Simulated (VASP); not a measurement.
Computed with PBEsol GGA, VASP's PBE PAW potentials (set 64) (plane waves; VASP).

A VASP calculation is set up with these files.

File KPOINTS:
```
Automatic mesh
0
Gamma
7 7 7
0 0 0
```

**INCAR**
```
SYSTEM = SrVO3
PREC = Accurate; ENCUT = 520; LREAL = .FALSE.
LASPH = .TRUE.
EDIFF = 1E-6; NELM = 100; ALGO = Normal
LMAXMIX = 4
ISMEAR = 1; SIGMA = 0.1
GGA = PS
MAGMOM = 0.0 2.0 3*0.0
ISPIN = 2
IBRION = 2; NSW = 60; ISIF = 3
EDIFFG = -0.02
LWAVE = .FALSE.; LCHARG = .FALSE.; LORBIT = 10
```

**POSCAR**
```
SrVO3
1
    3.8205209199     0.0000000000     0.0000000000
    0.0000000000     3.8205209199    -0.0000000000
    0.0000000000     0.0000000000     3.8205209199
Sr V O
1 1 3
Direct
  0.0000000000   0.0000000000   0.0000000000
  0.5000000000   0.5000000000   0.5000000000
  0.5000000000   0.0000000000   0.5000000000
  0.0000000000   0.5000000000   0.5000000000
  0.5000000000   0.5000000000   0.0000000000
```

POTCAR, in this order: Sr_sv V_sv O (PBE.64 set). Program: vasp_std.

The resulting files:

File OUTCAR:
```
 ion  position               nearest neighbor table
   1  0.000  0.000  0.000-   3 2.70   4 2.70   5 2.70   3 2.70   4 2.70   4 2.70   5 2.70   4 2.70
                             3 2.70   5 2.70   3 2.70   5 2.70   2 3.31   2 3.31   2 3.31   2 3.31
   2  0.500  0.500  0.500-   3 1.91   4 1.91   5 1.91   5 1.91   3 1.91   4 1.91   1 3.31   1 3.31
                             1 3.31   1 3.31   1 3.31   1 3.31   1 3.31   1 3.31
   3  0.500  0.000  0.500-   2 1.91   2 1.91   1 2.70   1 2.70   1 2.70   1 2.70
   4  0.000  0.500  0.500-   2 1.91   2 1.91   1 2.70   1 2.70   1 2.70   1 2.70
   5  0.500  0.500  0.000-   2 1.91   2 1.91   1 2.70   1 2.70   1 2.70   1 2.70
  LATTYP: Found a simple cubic cell.
 ALAT       =     3.8205209199
 Subroutine PRICEL returns:
 Original cell was already a primitive cell.
 Subroutine GETGRP returns: Found 48 space group operations
The static configuration has the point symmetry O_h .
The dynamic configuration has the point symmetry O_h .
The overall configuration has the point symmetry O_h .
 Subroutine INISYM returns: Found 48 space group operations
 Subroutine IBZKPT returns following result:
 Found     20 irreducible k-points:

 Following reciprocal coordinates:
            Coordinates               Weight
  0.000000  0.000000  0.000000      1.000000
  0.142857  0.000000  0.000000      6.000000
  0.285714  0.000000  0.000000      6.000000
  0.428571  0.000000  0.000000      6.000000
  0.142857  0.142857  0.000000     12.000000
  0.285714  0.142857  0.000000     24.000000
  0.428571  0.142857  0.000000     24.000000
  0.285714  0.285714  0.000000     12.000000
  0.428571  0.285714  0.000000     24.000000
  0.428571  0.428571  0.000000     12.000000
  0.142857  0.142857  0.142857      8.000000
  0.285714  0.142857  0.142857     24.000000
  0.428571  0.142857  0.142857     24.000000
  0.285714  0.285714  0.142857     24.000000
  0.428571  0.285714  0.142857     48.000000
  0.428571  0.428571  0.142857     24.000000
  0.285714  0.285714  0.285714      8.000000
  0.428571  0.285714  0.285714     24.000000
  0.428571  0.428571  0.285714     24.000000
  0.428571  0.428571  0.428571      8.000000
   k-points           NKPTS =     20   k-points in BZ     NKDIM =     20   number of bands    NBANDS=     25
   number of dos      NEDOS =    301   number of ions     NIONS =      5
   total plane-waves  NPLWV =  21952
   dimension x,y,z NGX =    28 NGY =   28 NGZ =   28
   dimension x,y,z NGXF=    56 NGYF=   56 NGZF=   56
   ions per type =               1   1   3
   PREC   = accura    normal or accurate (medium, high low for compatibility)
   ISTART =      0    job   : 0-new  1-cont  2-samecut
   ICHARG =      2    charge: 1-file 2-atom 10-const
   ISPIN  =      2    spin polarized calculation?
   LNONCOLLINEAR =      F non collinear calculations
   LSORBIT =      F    spin-orbit coupling
   INIWAV =      1    electr: 0-lowe 1-rand  2-diag
   ENCUT  =  520.0 eV  38.22 Ry    6.18 a.u.   7.10  7.10  7.10*2*pi/ulx,y,z
   NELM   =    100;   NELMIN=  2; NELMDL= -5     # of ELM steps
   EDIFF  = 0.1E-05   stopping-criterion for ELM
   LREAL  =      F    real-space projection
   NLSPLINE    = F    spline interpolate recip. space projectors
   LMAXMIX     =    4 max onsite mixed and CHGCAR
   VOSKOWN=      0    Vosko Wilk Nusair interpolation
   EDIFFG = -.2E-01   stopping-criterion for IOM
   NSW    =     60    number of steps for IOM
   NBLOCK =      1;   KBLOCK =     60    inner block; outer block
   IBRION =      2    ionic relax: 0-MD 1-quasi-New 2-CG
   NFREE  =      1    steps in history (QN), initial steepest desc. (CG)
   ISIF   =      3    stress and relaxation
   ISYM   =      2    0-nonsym 1-usesym 2-fastsym
   TEIN   =    0.0    initial temperature
   TEBEG  =    0.0;   TEEND  =   0.0 temperature during run
   SMASS  =  -3.00    Nose mass-parameter (am)
   PSTRESS=    0.0 pullay stress
   NELECT =      41.0000    total number of electrons
   EFERMI =   0.00;   METHOD = LEGACY
...
```

**OSZICAR**
```
       N       E                     dE             d eps       ncg     rms          rms(c)
DAV:   1     0.451200730555E+03    0.45120E+03   -0.24189E+04  2000   0.173E+03
DAV:   2    -0.236461126522E+02   -0.47485E+03   -0.46865E+03  2498   0.477E+02
DAV:   3    -0.499979871086E+02   -0.26352E+02   -0.26240E+02  2112   0.123E+02
DAV:   4    -0.508249342047E+02   -0.82695E+00   -0.82431E+00  3439   0.193E+01
DAV:   5    -0.508334317381E+02   -0.84975E-02   -0.84859E-02  2509   0.159E+00    0.414E+01
DAV:   6    -0.423854947926E+02    0.84479E+01   -0.80159E+01  2724   0.746E+01    0.183E+01
DAV:   7    -0.419381154853E+02    0.44738E+00   -0.22221E+01  2450   0.433E+01    0.179E+01
DAV:   8    -0.413857466256E+02    0.55237E+00   -0.30180E+00  2338   0.165E+01    0.347E+00
DAV:   9    -0.414176425348E+02   -0.31896E-01   -0.20907E-01  2738   0.287E+00    0.174E+00
DAV:  10    -0.414096378542E+02    0.80047E-02   -0.21393E-02  2390   0.151E+00    0.709E-01
DAV:  11    -0.414073103149E+02    0.23275E-02   -0.96691E-03  2482   0.103E+00    0.232E-01
DAV:  12    -0.414074370704E+02   -0.12676E-03   -0.17792E-03  2439   0.303E-01    0.848E-02
DAV:  13    -0.414074292036E+02    0.78668E-05   -0.85759E-05  2737   0.801E-02    0.632E-02
DAV:  14    -0.414073983326E+02    0.30871E-04   -0.65636E-05  2461   0.854E-02    0.263E-02
DAV:  15    -0.414073951883E+02    0.31443E-05   -0.24277E-05  2594   0.484E-02    0.810E-03
DAV:  16    -0.414073957155E+02   -0.52717E-06   -0.15380E-06  1430   0.992E-03
   1 F= -.41407396E+02 E0= -.41406914E+02  d E =-.414074E+02  mag=    -0.0968
       N       E                     dE             d eps       ncg     rms          rms(c)
DAV:   1    -0.414336125988E+02   -0.26217E-01   -0.65175E-01  2076   0.821E+00    0.193E+00
DAV:   2    -0.414125979777E+02    0.21015E-01   -0.89556E-02  2076   0.325E+00    0.551E-01
DAV:   3    -0.414091992792E+02    0.33987E-02   -0.30196E-02  2388   0.150E+00    0.486E-01
DAV:   4    -0.414075277811E+02    0.16715E-02   -0.60009E-03  2439   0.843E-01    0.174E-01
DAV:   5    -0.414074892012E+02    0.38580E-04   -0.68013E-04  2778   0.158E-01    0.151E-01
DAV:   6    -0.414075368134E+02   -0.47612E-04   -0.35514E-04  2411   0.110E-01    0.779E-02
DAV:   7    -0.414075281064E+02    0.87071E-05   -0.18001E-04  2954   0.747E-02    0.190E-02
DAV:   8    -0.414075297625E+02   -0.16562E-05   -0.71318E-06  2867   0.160E-02    0.874E-03
DAV:   9    -0.414075300798E+02   -0.31731E-06   -0.15903E-06  1498   0.740E-03
   2 F= -.41407530E+02 E0= -.41407041E+02  d E =-.134364E-03  mag=    -0.0948
       N       E                     dE             d eps       ncg     rms          rms(c)
DAV:   1    -0.414137617350E+02   -0.62320E-02   -0.14014E-01  2076   0.382E+00    0.895E-01
DAV:   2    -0.414093351328E+02    0.44266E-02   -0.20056E-02  2076   0.155E+00    0.268E-01
DAV:   3    -0.414084936784E+02    0.84145E-03   -0.67969E-03  2338   0.722E-01    0.227E-01
DAV:   4    -0.414081341350E+02    0.35954E-03   -0.13127E-03  2408   0.391E-01    0.851E-02
DAV:   5    -0.414081225677E+02    0.11567E-04   -0.14603E-04  2827   0.735E-02    0.735E-02
DAV:   6    -0.414081296851E+02   -0.71175E-05   -0.81758E-05  2379   0.527E-02    0.372E-02
DAV:   7    -0.414081233220E+02    0.63632E-05   -0.41007E-05  2920   0.356E-02    0.104E-02
DAV:   8    -0.414081231093E+02    0.21274E-06   -0.13930E-06  1510   0.780E-03
   3 F= -.41408123E+02 E0= -.41407639E+02  d E =-.727394E-03  mag=    -0.0958
```

**OUTCAR**
```
------------------------ aborting loop because EDIFF is reached ----------------------------------------
  FORCE on cell =-STRESS in cart. coord.  units (eV):
  Direction    XX          YY          ZZ          XY          YZ          ZX
  --------------------------------------------------------------------------------------
  Total       -0.0003744     -0.0003744     -0.0003744      0.0000000      0.0000000      0.0000000
  in kB       -0.0108070     -0.0108070     -0.0108070      0.0000000      0.0000000      0.0000000
  external PRESSURE =      -0.0108070 kB  Pullay stress =       0.0000000 kB
  volume of cell :       55.51
      direct lattice vectors                 reciprocal lattice vectors
     3.814586414  0.000000000  0.000000000     0.262151618 -0.000000000  0.000000000
     0.000000000  3.814586414  0.000000000    -0.000000000  0.262151618  0.000000000
    -0.000000000 -0.000000000  3.814586414    -0.000000000 -0.000000000  0.262151618
 POSITION                                       TOTAL-FORCE (eV/Angst)
 -----------------------------------------------------------------------------------
      0.00000      0.00000      0.00000        -0.000000      0.000000      0.000000
      1.90729      1.90729      1.90729         0.000000     -0.000000      0.000000
      1.90729     -0.00000      1.90729        -0.000000      0.000000      0.000000
      0.00000      1.90729      1.90729         0.000000      0.000000      0.000000
      1.90729      1.90729      0.00000        -0.000000      0.000000      0.000000
 -----------------------------------------------------------------------------------
    total drift:                                0.000000      0.000000      0.000000
  FREE ENERGIE OF THE ION-ELECTRON SYSTEM (eV)
  ---------------------------------------------------
  free  energy   TOTEN  =       -41.4081231093 eV

  energy  without entropy=      -41.4066707470  energy(sigma->0) =      -41.40763899

 total charge

# of ion       s       p       d       tot
------------------------------------------
    1        1.999   5.770   0.233   8.003
    2        2.297   6.373   2.999  11.669
    3        1.560   3.471   0.000   5.031
    4        1.560   3.471   0.000   5.031
    5        1.560   3.471   0.000   5.031
--------------------------------------------------
tot          8.976  22.557   3.232  34.765

 magnetization (x)

# of ion       s       p       d       tot
------------------------------------------
    1        0.000   0.000  -0.000  -0.000
    2       -0.001  -0.001  -0.090  -0.091
    3        0.000   0.001   0.000   0.001
    4        0.000   0.001   0.000   0.001
    5        0.000   0.001   0.000   0.001
--------------------------------------------------
tot         -0.000   0.002  -0.090  -0.088

 reached required accuracy - stopping structural energy minimisation
```
(Selected blocks of OUTCAR.)

**CONTCAR**
```
SrVO3
   1.00000000000000
     3.8145864142034869    0.0000000000000000    0.0000000000000000
     0.0000000000000000    3.8145864142034869    0.0000000000000000
    -0.0000000000000000   -0.0000000000000000    3.8145864142034869
  Sr              V               O
     1     1     3
Direct
     0.0000000000000000    0.0000000000000000    0.0000000000000000
     0.5000000000000000    0.5000000000000000    0.5000000000000000
     0.5000000000000000    0.0000000000000000    0.5000000000000000
     0.0000000000000000    0.5000000000000000    0.5000000000000000
     0.5000000000000000    0.5000000000000000    0.0000000000000000
```

The moments were started parallel, and other spin orders were not tried in this run.

The structure comes from a measured SrVO3 entry (Pm-3m) of the Crystallography Open Database, whose conditions weren't checked. This run relaxes it. Symmetry was kept, so distortions that lower it aren't found. The start is the result of an earlier pass.
